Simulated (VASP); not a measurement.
# Nb3B5 (P1) in VASP: relaxation of cell and atoms with PBE

Aim: the relaxation of cell and atoms of Nb3B5 with PBE.

Everything below comes from runs of VASP 6.6.1. Logs are shortened: lines on timing, memory, paths and dates and some standing lists are left out, and cuts for length are marked.

### 1 The structure

The typed cell holds 8 atoms: a = 3.131 Å, b = 3.156 Å, c = 9.499 Å, α = 90.90°, β = 88.79°, γ = 120.49°.

The cell was built by a generator and needn't be a form met in nature.

### 2 Relaxation of cell and atoms, PBE

The input, INCAR:

```
PREC = Normal ; ENCUT = 520
EDIFF = 1E-5 ; ISMEAR = 0
SIGMA = 0.15 ; LREAL = Auto
LASPH = True ; NELM = 80
ALGO = Fast ; ISIF = 3
LWAVE = False ; LCHARG = False
GGA = PE ; IBRION = 2
NSW = 110 ; EDIFFG = -0.03
ISYM = 0 ; KPAR = 2
```

The input, KPOINTS:

```
regular mesh
0
Gamma
  8 8 3
```

The input, POSCAR:

```
Nb3B5
1.0
    3.1306907700     -0.0206157600      0.0327287600
   -1.5831991600      2.7301791200     -0.0243775600
    0.1010860300     -0.0285782400      9.4988550500
Nb B
3 5
Direct
    0.9913976100      0.0797037500      0.1562741000
    0.0148155100      0.0229991800      0.8217054900
    0.0091652500      0.0119303600      0.4976397000
    0.2986733300      0.6763752900      0.0091837000
    0.3240461700      0.6996097200      0.3309050700
    0.7067513600      0.3656266800      0.3109115600
    0.3599925500      0.6999355400      0.6529255600
    0.6307633000      0.3400976800      0.6880679200
```

Potentials or basis: VASP PAW PBE potentials, release 64 (Nb_sv, B).

The run is started by

```console
> cat potpaw_PBE.64/Nb_sv/POTCAR potpaw_PBE.64/B/POTCAR > POTCAR
> mpirun -np 2 vasp_std > vasp.out
```

OUTCAR:

```text
PREC = Normal
   ENCUT = 520
   EDIFF = 1E-5
   ISMEAR = 0
   LREAL = Auto
   LASPH = True
   NELM = 80
   ISIF = 3
   GGA = PE
   IBRION = 2
   NSW = 110
   EDIFFG = -0.03
   ISYM = 0

 ion  position               nearest neighbor table
   1  0.991  0.080  0.156-   6 2.12   4 2.15   4 2.36   5 2.36   4 2.37   5 2.44   6 2.46   6 2.46
                             5 2.58
   2  0.015  0.023  0.822-   8 2.08   8 2.25   8 2.32   7 2.40   7 2.40   7 2.45   4 2.50   4 2.51
                             4 2.61
   3  0.009  0.012  0.498-   7 2.27   5 2.31   7 2.36   7 2.38   5 2.46   5 2.46   8 2.49   6 2.49
                             6 2.55   6 2.57   8 2.58
   4  0.299  0.676  0.009-   1 2.15   1 2.36   1 2.37   2 2.50   2 2.51   2 2.61
   5  0.324  0.700  0.331-   6 1.68   6 1.83   6 1.96   3 2.31   1 2.36   1 2.44   3 2.46   3 2.46
                             1 2.58
   6  0.707  0.366  0.311-   5 1.68   5 1.83   5 1.96   1 2.12   1 2.46   1 2.46   3 2.49   3 2.55
                             3 2.57
   7  0.360  0.700  0.653-   8 1.77   8 1.78   8 1.99   3 2.27   3 2.36   3 2.38   2 2.40   2 2.40
                             2 2.45
   8  0.631  0.340  0.688-   7 1.77   7 1.78   7 1.99   2 2.08   2 2.25   2 2.32   3 2.49   3 2.58

IMPORTANT INFORMATION: All symmetrisations will be switched off!
NOSYMM: (Re-)initialisation of all symmetry stuff for point group C_1.

----------------------------------------------------------------------------------------

                                     Primitive cell

  volume of cell :      80.8703

  direct lattice vectors                    reciprocal lattice vectors
     3.130690770 -0.020615760  0.032728760     0.320672503  0.185928784 -0.002853185
    -1.583199160  2.730179120 -0.024377560     0.002409918  0.367683466  0.001080566
     0.101086030 -0.028578240  9.498855050    -0.001098708  0.000302985  0.105288450

  length of vectors
     3.130929715  3.156103907  9.499435897     0.370686535  0.367692951  0.105294618

  position of ions in fractional coordinates (direct lattice)
     0.991397610  0.079703750  0.156274100
     0.014815510  0.022999180  0.821705490
     0.009165250  0.011930360  0.497639700
     0.298673330  0.676375290  0.009183700
     0.324046170  0.699609720  0.330905070
     0.706751360  0.365626680  0.310911560
     0.359992550  0.699935540  0.652925560
     0.630763300  0.340097680  0.688067920

  ion indices of the primitive-cell ions
   primitive index   ion index
                 1           1
                 2           2
                 3           3
                 4           4
                 5           5
                 6           6
                 7           7
                 8           8

----------------------------------------------------------------------------------------

 KPOINTS: regular mesh

Automatic generation of k-mesh.
 Grid dimensions read from file:
 generate k-points for:    8    8    3

 Generating k-lattice:

  Cartesian coordinates                     Fractional coordinates (reciprocal lattice)
     0.040084063  0.023241098 -0.000356648     0.125000000  0.000000000  0.000000000
     0.000301240  0.045960433  0.000135071    -0.000000000  0.125000000 -0.000000000
    -0.000366236  0.000100995  0.035096150     0.000000000 -0.000000000  0.333333333

  Length of vectors
     0.046335817  0.045961619  0.035098206

  Shift w.r.t. Gamma in fractional coordinates (k-lattice)
     0.000000000  0.000000000  0.000000000

 Subroutine IBZKPT returns following result:
 ===========================================

 Found     98 irreducible k-points:

 Following reciprocal coordinates:
            Coordinates               Weight
  0.000000  0.000000  0.000000      1.000000
  0.125000  0.000000  0.000000      2.000000
  0.250000  0.000000  0.000000      2.000000
  0.375000  0.000000  0.000000      2.000000
  0.500000  0.000000  0.000000      1.000000
 -0.000000  0.125000 -0.000000      2.000000
[... 16 lines left out ...]
  0.125000  0.375000 -0.000000      2.000000
  0.250000  0.375000 -0.000000      2.000000
 [... further k-points ...]
   k-points           NKPTS =     98   k-points in BZ     NKDIM =     98   number of bands    NBANDS=     32
   number of dos      NEDOS =    301   number of ions     NIONS =      8
   total plane-waves  NPLWV =  17496
   dimension x,y,z NGX =    18 NGY =   18 NGZ =   54
   dimension x,y,z NGXF=    36 NGYF=   36 NGZF=  108
   ions per type =               3   5
   NGX,Y,Z   is equivalent  to a cutoff of   9.56,  9.48,  9.45 a.u.
   NGXF,Y,Z  is equivalent  to a cutoff of  19.12, 18.96, 18.90 a.u.
 SYSTEM =  unknown system
   PREC   = normal    normal or accurate (medium, high low for compatibility)
   ISTART =      0    job   : 0-new  1-cont  2-samecut
   ICHARG =      2    charge: 1-file 2-atom 10-const
   ISPIN  =      1    spin polarized calculation?
   LNONCOLLINEAR =      F non collinear calculations
   LSORBIT =      F    spin-orbit coupling
   LASPH  =      T    aspherical Exc in radial PAW
   ENCUT  =  520.0 eV  38.22 Ry    6.18 a.u.   5.82  5.87 17.66*2*pi/ulx,y,z
   NELM   =     80;   NELMIN=  2; NELMDL= -5     # of ELM steps
   EDIFF  = 0.1E-04   stopping-criterion for ELM
   LREAL  =      T    real-space projection
   EDIFFG = -.3E-01   stopping-criterion for IOM
   NSW    =    110    number of steps for IOM
   IBRION =      2    ionic relax: 0-MD 1-quasi-New 2-CG
   NFREE  =      1    steps in history (QN), initial steepest desc. (CG)
   ISIF   =      3    stress and relaxation
   ISYM   =      0    0-nonsym 1-usesym 2-fastsym
   POTIM  = 0.5000    time-step for ionic-motion
   TEBEG  =    0.0;   TEEND  =   0.0 temperature during run
   PSTRESS=    0.0 pullay stress
   NELECT =      54.0000    total number of electrons
   NUPDOWN=      -1.0000    fix difference up-down
   EMIN   =  10.00;   EMAX   =-10.00  energy-range for DOS
   EFERMI =   0.00;   METHOD = LEGACY
   ISMEAR =     0;   SIGMA  =   0.15  broadening in eV -4-tet -1-fermi 0-gaus
   EFERMI_NEDOS =   21; number of points for ismear=-14 and -15
   IALGO  =     68    algorithm
   IMIX   =      4    mixing-type and parameters
     AMIX     =   0.40;   BMIX     =  1.00
     AMIX_MAG =   1.60;   BMIX_MAG =  1.00
  volume/ion in A,a.u.               =      10.11        68.22
  Fermi-wavevector in a.u.,A,eV,Ry     =   1.430902  2.704012 27.857645  2.047479
  Thomas-Fermi vector in A             =   2.550696
   LORBIT       =      0    0 simple, 1 ext, 2 COOP (PROOUT), +10 PAW based schemes
   GGA     = PE    functional components
   LHFCALC =     F    Hartree Fock is set to
   AEXX    =    0.0000 exact exchange contribution
   IVDW    =     0    specifies the selected vdW correction
   LEPSILON=     F    determine dielectric tensor
   LRPA    =     F    only Hartree local field effects (RPA)
 conjugate gradient relaxation of ions
 non-spin polarized calculation
 RMM-DIIS sequential band-by-band and
 Gauss-broadening in eV      SIGMA  =   0.15
  energy-cutoff  :      520.00
  volume of cell :       80.87
 maximum number of plane-waves:      2195
   NGX = 11   NGY = 11   NGZ = 35

--------------------------------------- Ionic step        1  -------------------------------------------

 number of electron      54.0000000 magnetization

 Free energy of the ion-electron system (eV)
  ---------------------------------------------------
  ext. energy  EPLUGINS =         0.00000000
  ---------------------------------------------------
  free energy    TOTEN  =       -67.76990633 eV

  energy without entropy =      -67.74596597  energy(sigma->0) =      -67.75793615

------------------------ aborting loop because EDIFF is reached ----------------------------------------

  FORCE on cell =-STRESS in cart. coord.  units (eV):
  Direction    XX          YY          ZZ          XY          YZ          ZX
  --------------------------------------------------------------------------------------
  -------------------------------------------------------------------------------------
  Total        4.8295291      3.0158985      6.5733252      1.6888936      0.7083436     -5.3818904
  in kB       95.6811443     59.7500529    130.2286949     33.4598407     14.0334850   -106.6243559
  external PRESSURE =      95.2199641 kB  Pullay stress =       0.0000000 kB
[... 107 lines left out ...]
  FREE ENERGIE OF THE ION-ELECTRON SYSTEM (eV)
  ---------------------------------------------------
  free  energy   TOTEN  =       -69.0588292992 eV

  energy  without entropy=      -69.0391891205  energy(sigma->0) =      -69.04900921

[... ionic steps 4 to 12 ...]

--------------------------------------- Ionic step       13  -------------------------------------------

 number of electron      54.0000018 magnetization

------------------------ aborting loop because EDIFF is reached ----------------------------------------

  FORCE on cell =-STRESS in cart. coord.  units (eV):
  Direction    XX          YY          ZZ          XY          YZ          ZX
  --------------------------------------------------------------------------------------
  -------------------------------------------------------------------------------------
  Total       -0.2159911     -0.1918026     -0.1706000     -0.0248078     -0.0256516     -0.0615287
  in kB       -4.2542348     -3.7778088     -3.3601959     -0.4886238     -0.5052426     -1.2118903
  external PRESSURE =      -3.7974132 kB  Pullay stress =       0.0000000 kB
[... 69 lines left out ...]
  energy  without entropy=      -69.3824635120  energy(sigma->0) =      -69.39363496

--------------------------------------- Ionic step       15  -------------------------------------------

 number of electron      54.0000018 magnetization

 Free energy of the ion-electron system (eV)
  ---------------------------------------------------
  ext. energy  EPLUGINS =         0.00000000
  ---------------------------------------------------
  free energy    TOTEN  =       -69.40513441 eV

  energy without entropy =      -69.38287063  energy(sigma->0) =      -69.39400252

 E-fermi :  11.0349     XC(G=0): -12.8096

 val. band max:       11.0261349930   @ k =   0.5000   0.5000  -0.0000
 cond. band min:      11.0350849622   @ k =   0.1250  -0.1250   0.3333
 fundamental gap:      0.0089499692
 Fermi energy:        11.0349189792

 k-point     1 :       0.0000    0.0000    0.0000
  band No.  band energies     occupation
      1     -44.4599      2.00000
      2     -43.6112      2.00000
      3     -43.5845      2.00000
      4     -20.7665      2.00000
      5     -20.2159      2.00000
      6     -20.2156      2.00000
[... 829 lines left out ...]
     31      14.3982      0.00000
     32      14.5900      0.00000

 [... further k-points ...]

------------------------ aborting loop because EDIFF is reached ----------------------------------------

  FORCE on cell =-STRESS in cart. coord.  units (eV):
  Direction    XX          YY          ZZ          XY          YZ          ZX
  --------------------------------------------------------------------------------------
  -------------------------------------------------------------------------------------
  Total        0.0573447      0.0402027      0.0257338      0.0086357      0.0037946     -0.0152332
  in kB        1.1315592      0.7933030      0.5077936      0.1704042      0.0748765     -0.3005897
  external PRESSURE =       0.8108853 kB  Pullay stress =       0.0000000 kB
[... 23 lines left out ...]
  FREE ENERGIE OF THE ION-ELECTRON SYSTEM (eV)
  ---------------------------------------------------
  free  energy   TOTEN  =       -69.4051344070 eV

  energy  without entropy=      -69.3828706286  energy(sigma->0) =      -69.39400252

 reached required accuracy - stopping structural energy minimisation
```

Wall time 17 min (2 MPI ranks of Intel Xeon Platinum 8488C (Sapphire Rapids), shared host); peak memory 0.26 GiB.

What came out:

```yaml
Free_energy: -69.4051 eV
Relaxed_volume: 10.15 Å³/atom
Relaxed_cell: a = 3.122 Å, b = 3.122 Å, c = 9.620 Å, α = 90.00°, β = 89.99°, γ = 119.99°
Space_group_after_relaxing_to_0.05_Å: P-6m2 (No. 187)
Energy_gained_by_relaxing: 204.4 meV/atom
Ionic_steps: 15
Pressure_after_relaxing: 0.1 GPa
Largest_force_after_relaxing: 0.022 eV/Å
Band_gap_on_the_k_mesh: none (metal or under the smearing width)
```

Forces on the atoms (eV/Å):
```
Nb   0.003  0.000  0.022
Nb   0.000 -0.002  0.013
Nb   0.004  0.004 -0.005
B   -0.017  0.001 -0.008
B    0.003 -0.006 -0.009
B    0.002 -0.007  0.005
B    0.009  0.010 -0.001
B   -0.004 -0.001 -0.016
```

Step by step:
```
step  energy change (eV)  largest force (eV/Å)  pressure (GPa)  volume (Å³)
   1              0.0000                4.4704            9.52        80.87
   2             -1.0358                0.8360          -17.60        88.00
   3             -1.2889                0.9760          -11.58        85.51
   4             -1.4561                0.9508           10.76        78.36
   5             -1.5618                0.6169            1.29        80.95
   6             -1.6145                0.2731            0.32        81.17
   7             -1.6155                0.2363            0.21        81.20
   8             -1.5753                0.1842           -0.25        81.37
   9             -1.6284                0.1848           -0.43        81.48
  10             -1.6329                0.0961            0.05        81.22
  11             -1.6335                0.0876            0.36        81.11
  12             -1.6336                0.0932            0.50        81.07
  13             -1.6349                0.0489           -0.38        81.34
  14             -1.6349                0.0498           -0.25        81.30
  15             -1.6352                0.0220            0.08        81.19
```

Final structure:
```xyz
8
Lattice="3.1219 0.0003 -0.0004 -1.5606 2.7035 0.0004 0.0021 -0.0002 9.6197" Properties=species:S:1:pos:R:3 pbc="T T T"
Nb   -0.0439    0.0789    1.4793
Nb   -0.0416    0.0763    8.0612
Nb   -0.0434    0.0773    4.7713
B    -0.0396    1.8797    9.5811
B    -0.0435    1.8814    3.1321
B     1.5172    0.9802    3.0755
B    -0.0429    1.8784    6.4110
B     1.5184    0.9777    6.4658
```
